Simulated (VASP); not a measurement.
Computed with PBEsol GGA, VASP's PBE PAW potentials (set 64) (plane waves; VASP).

Input for VASP

**POSCAR**
```
CdS
1
    2.0672232861    -3.5805355911    -0.0000000000
    2.0672232861     3.5805355911    -0.0000000000
    0.0000000000     0.0000000000     6.7184216971
Cd S
2 2
Direct
  0.6666670000   0.3333330000   0.5000411057
  0.3333330000   0.6666670000   0.0000411057
  0.6666670000   0.3333330000   0.8769588943
  0.3333330000   0.6666670000   0.3769588943
```

KPOINTS:
```
Automatic mesh
0
Gamma
6 6 4
0 0 0
```

### INCAR
```
! general
SYSTEM   =  CdS
PREC     =  Accurate
ENCUT    =  500   ! plane-wave cut-off (eV)
LREAL    =  .False.   ! projection in real space or not
LASPH    =  .True.   ! aspherical one-centre terms

! electronic loop
EDIFF    =  1E-6   ! SCF stop (eV)
NELM     =  100   ! most electronic steps
ALGO     =  Normal
LMAXMIX  =  4

! smearing
ISMEAR   =  0   ! Gaussian
SIGMA    =  0.05   ! width (eV)

! functional
GGA      =  PS

! ions
IBRION   =  2   ! conjugate gradients
NSW      =  40   ! most ionic steps
ISIF     =  3   ! ions, shape and volume
EDIFFG   =  -0.02

! output
LWAVE    =  .False.
LCHARG   =  .False.
```

POTCAR, in this order: Cd S (PBE.64 set). Program: vasp_std.

Output of the run:

OSZICAR:
```
       N       E                     dE             d eps       ncg     rms          rms(c)
DAV:   1     0.244307755715E+03    0.24431E+03   -0.17414E+04   924   0.145E+03
DAV:   2    -0.107299913567E+01   -0.24538E+03   -0.23942E+03  1070   0.354E+02
DAV:   3    -0.144857926692E+02   -0.13413E+02   -0.13373E+02  1122   0.835E+01
DAV:   4    -0.146253904925E+02   -0.13960E+00   -0.13956E+00  1056   0.868E+00
DAV:   5    -0.146278765098E+02   -0.24860E-02   -0.24859E-02  1158   0.110E+00    0.114E+01
DAV:   6    -0.136593421815E+02    0.96853E+00   -0.24207E+00  1210   0.177E+01    0.885E+00
DAV:   7    -0.136409304749E+02    0.18412E-01   -0.79715E-01  1092   0.535E+00    0.378E+00
DAV:   8    -0.136328866825E+02    0.80438E-02   -0.13230E-01  1080   0.399E+00    0.554E-01
DAV:   9    -0.136308362593E+02    0.20504E-02   -0.23744E-02  1176   0.207E+00    0.163E-01
DAV:  10    -0.136307612575E+02    0.75002E-04   -0.16445E-03  1112   0.473E-01    0.903E-02
DAV:  11    -0.136307832483E+02   -0.21991E-04   -0.11386E-04  1080   0.759E-02    0.884E-02
DAV:  12    -0.136308041654E+02   -0.20917E-04   -0.32933E-05  1080   0.286E-02    0.511E-02
DAV:  13    -0.136308534728E+02   -0.49307E-04   -0.53832E-05   966   0.419E-02    0.464E-02
DAV:  14    -0.136308513725E+02    0.21004E-05   -0.31730E-06   970   0.176E-02    0.329E-02
DAV:  15    -0.136308486906E+02    0.26818E-05   -0.13161E-05  1002   0.174E-02    0.232E-02
DAV:  16    -0.136308488191E+02   -0.12844E-06   -0.55663E-07   540   0.529E-03
   1 F= -.13630849E+02 E0= -.13630849E+02  d E =-.136308E+02
```

**OUTCAR**
```
------------------------ aborting loop because EDIFF is reached ----------------------------------------
  FORCE on cell =-STRESS in cart. coord.  units (eV):
  Direction    XX          YY          ZZ          XY          YZ          ZX
  --------------------------------------------------------------------------------------
  Total        0.0053336      0.0053336      0.0216517      0.0000000      0.0000000      0.0000000
  in kB        0.0859210      0.0859210      0.3487951      0.0000000      0.0000000      0.0000000
  external PRESSURE =       0.1735457 kB  Pullay stress =       0.0000000 kB
  volume of cell :       99.46
      direct lattice vectors                 reciprocal lattice vectors
     2.067223286 -3.580535591  0.000000000     0.241870340 -0.139643913  0.000000000
     2.067223286  3.580535591  0.000000000     0.241870340  0.139643913  0.000000000
     0.000000000  0.000000000  6.718421697     0.000000000  0.000000000  0.148844482
  FREE ENERGIE OF THE ION-ELECTRON SYSTEM (eV)
  ---------------------------------------------------
  free  energy   TOTEN  =       -13.6308488191 eV

  energy  without entropy=      -13.6308488191  energy(sigma->0) =      -13.63084882

 reached required accuracy - stopping structural energy minimisation
```
(Selected blocks of OUTCAR.)

The compound is CdS in the wurtzite structure. It was relaxed first.
